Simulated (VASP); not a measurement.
All values below come from PBEsol GGA, VASP's PBE PAW potentials (set 64) (plane waves; VASP).

A VASP calculation is set up with these files.

File KPOINTS:
```
Automatic
0
G
 10 10 10
```

**INCAR**
```
SYSTEM = Ge
PREC = Accurate; ENCUT = 480; LREAL = F
LASPH = T
EDIFF = 1E-7; NELM = 100; ALGO = Normal
LMAXMIX = 4
ISMEAR = 1; SIGMA = 0.1
GGA = PS
IBRION = 2; NSW = 30; ISIF = 2
EDIFFG = -0.01
LWAVE = F; LCHARG = F
```

### POSCAR
```
Ge
1
    0.0000000000     2.8319471054     2.8319471054
    2.8036276343     0.0000000000     2.8319471054
    2.8036276343     2.8319471054     0.0000000000
Ge
2
Direct
  0.0000000000   0.0000000000   0.0000000000
  0.2500000000   0.2500000000   0.2500000000
```

POTCAR, in this order: Ge_d (PBE.64 set). Program: vasp_std.

What VASP printed:

OUTCAR:
```
 ion  position               nearest neighbor table
   1  0.000  0.000  0.000-   2 2.44   2 2.44   2 2.44   2 2.44
   2  0.250  0.250  0.250-   1 2.44   1 2.44   1 2.44   1 2.44
  LATTYP: Found a body centered tetragonal cell.
 ALAT       =     4.0049780044
 C/A-ratio  =     1.4000714267
 Subroutine PRICEL returns:
 Original cell was already a primitive cell.
 Subroutine GETGRP returns: Found 16 space group operations
The static configuration has the point symmetry D_2d.
 The point group associated with its full space group is D_4h.
The dynamic configuration has the point symmetry D_2d.
 Subroutine INISYM returns: Found 16 space group operations
 Subroutine IBZKPT returns following result:
 Found    102 irreducible k-points:

 Following reciprocal coordinates:
            Coordinates               Weight
  0.000000  0.000000  0.000000      1.000000
  0.100000  0.000000  0.000000      8.000000
  0.200000  0.000000  0.000000      8.000000
  0.300000  0.000000  0.000000      8.000000
  0.400000  0.000000  0.000000      8.000000
  0.500000  0.000000  0.000000      4.000000
  0.100000  0.100000  0.000000      4.000000
  0.200000  0.100000  0.000000     16.000000
  0.300000  0.100000  0.000000     16.000000
  0.400000  0.100000  0.000000     16.000000
  0.500000  0.100000 -0.000000     16.000000
 -0.400000  0.100000  0.000000     16.000000
 -0.300000  0.100000 -0.000000     16.000000
 -0.200000  0.100000 -0.000000     16.000000
 -0.100000  0.100000  0.000000      8.000000
  0.200000  0.200000  0.000000      4.000000
  0.300000  0.200000  0.000000     16.000000
  0.400000  0.200000  0.000000     16.000000
  0.500000  0.200000  0.000000     16.000000
 -0.400000  0.200000 -0.000000     16.000000
 -0.300000  0.200000  0.000000     16.000000
 -0.200000  0.200000  0.000000      8.000000
  0.300000  0.300000  0.000000      4.000000
  0.400000  0.300000  0.000000     16.000000
  0.500000  0.300000 -0.000000     16.000000
 -0.400000  0.300000 -0.000000     16.000000
 -0.300000  0.300000  0.000000      8.000000
  0.400000  0.400000  0.000000      4.000000
  0.500000  0.400000 -0.000000     16.000000
 -0.400000  0.400000  0.000000      8.000000
  0.500000  0.500000  0.000000      2.000000
  0.000000  0.100000  0.100000      2.000000
  0.200000  0.100000  0.100000      4.000000
  0.300000  0.100000  0.100000      8.000000
  0.400000  0.100000  0.100000      8.000000
  0.500000  0.100000  0.100000      8.000000
 -0.400000  0.100000  0.100000      8.000000
 -0.300000  0.100000  0.100000      8.000000
 -0.200000  0.100000  0.100000      8.000000
 -0.100000  0.100000  0.100000      8.000000
   k-points           NKPTS =    102   k-points in BZ     NKDIM =    102   number of bands    NBANDS=     18
   number of dos      NEDOS =    301   number of ions     NIONS =      2
   total plane-waves  NPLWV =  23520
   dimension x,y,z NGX =    30 NGY =   28 NGZ =   28
   dimension x,y,z NGXF=    60 NGYF=   56 NGZF=   56
   ions per type =               2
   PREC   = accura    normal or accurate (medium, high low for compatibility)
   ISTART =      0    job   : 0-new  1-cont  2-samecut
   ICHARG =      2    charge: 1-file 2-atom 10-const
   ISPIN  =      1    spin polarized calculation?
   LNONCOLLINEAR =      F non collinear calculations
   LSORBIT =      F    spin-orbit coupling
   INIWAV =      1    electr: 0-lowe 1-rand  2-diag
   ENCUT  =  480.0 eV  35.28 Ry    5.94 a.u.   7.15  7.12  7.12*2*pi/ulx,y,z
   NELM   =    100;   NELMIN=  2; NELMDL= -5     # of ELM steps
   EDIFF  = 0.1E-06   stopping-criterion for ELM
   LREAL  =      F    real-space projection
...
```

OSZICAR:
```
       N       E                     dE             d eps       ncg     rms          rms(c)
DAV:   1     0.156513257729E+03    0.15651E+03   -0.14798E+04  3740   0.405E+03
DAV:   2     0.100778671811E+02   -0.14644E+03   -0.14378E+03  3696   0.514E+02
DAV:   3    -0.941273263478E+01   -0.19491E+02   -0.19345E+02  4008   0.143E+02
DAV:   4    -0.100132697710E+02   -0.60054E+00   -0.59926E+00  4256   0.291E+01
DAV:   5    -0.100232091395E+02   -0.99394E-02   -0.99376E-02  4146   0.383E+00    0.330E+00
DAV:   6    -0.991985463045E+01    0.10335E+00   -0.39865E-02  4344   0.267E+00    0.190E+00
DAV:   7    -0.986651581031E+01    0.53339E-01   -0.76899E-02  3788   0.286E+00    0.162E-01
DAV:   8    -0.986759355764E+01   -0.10777E-02   -0.81342E-03  4184   0.146E+00    0.495E-02
DAV:   9    -0.986769646205E+01   -0.10290E-03   -0.32749E-04  4370   0.318E-01    0.143E-02
DAV:  10    -0.986770578263E+01   -0.93206E-05   -0.23440E-05  4224   0.612E-02    0.552E-03
DAV:  11    -0.986770726170E+01   -0.14791E-05   -0.24370E-06  4356   0.139E-02    0.121E-03
DAV:  12    -0.986770708616E+01    0.17554E-06   -0.43775E-07  4448   0.136E-02    0.329E-04
DAV:  13    -0.986770703547E+01    0.50695E-07   -0.10282E-08  1984   0.108E-03
   1 F= -.98677070E+01 E0= -.98677222E+01  d E =-.986771E+01
```

File OUTCAR:
```
------------------------ aborting loop because EDIFF is reached ----------------------------------------
  FORCE on cell =-STRESS in cart. coord.  units (eV):
  Direction    XX          YY          ZZ          XY          YZ          ZX
  --------------------------------------------------------------------------------------
  Total        0.3758620      0.1794139      0.1794139      0.0000000      0.0000000      0.0000000
  in kB       13.3911647      6.3921381      6.3921381      0.0000000      0.0000000      0.0000000
  external PRESSURE =       8.7251470 kB  Pullay stress =       0.0000000 kB
  volume of cell :       44.97
      direct lattice vectors                 reciprocal lattice vectors
     0.000000000  2.831947105  2.831947105    -0.178340374  0.176556970  0.176556970
     2.803627634  0.000000000  2.831947105     0.178340374 -0.176556970  0.176556970
     2.803627634  2.831947105  0.000000000     0.178340374  0.176556970 -0.176556970
 POSITION                                       TOTAL-FORCE (eV/Angst)
 -----------------------------------------------------------------------------------
      0.00000      0.00000      0.00000        -0.000000     -0.000000     -0.000000
      1.40181      1.41597      1.41597         0.000000      0.000000      0.000000
 -----------------------------------------------------------------------------------
    total drift:                                0.000000      0.000000      0.000000
  FREE ENERGIE OF THE ION-ELECTRON SYSTEM (eV)
  ---------------------------------------------------
  free  energy   TOTEN  =        -9.8677070355 eV

  energy  without entropy=       -9.8677524423  energy(sigma->0) =       -9.86772217

 reached required accuracy - stopping structural energy minimisation
```
(Selected blocks of OUTCAR.)

The compound is Ge in the diamond structure. This cell was strained or had an atom moved on purpose.
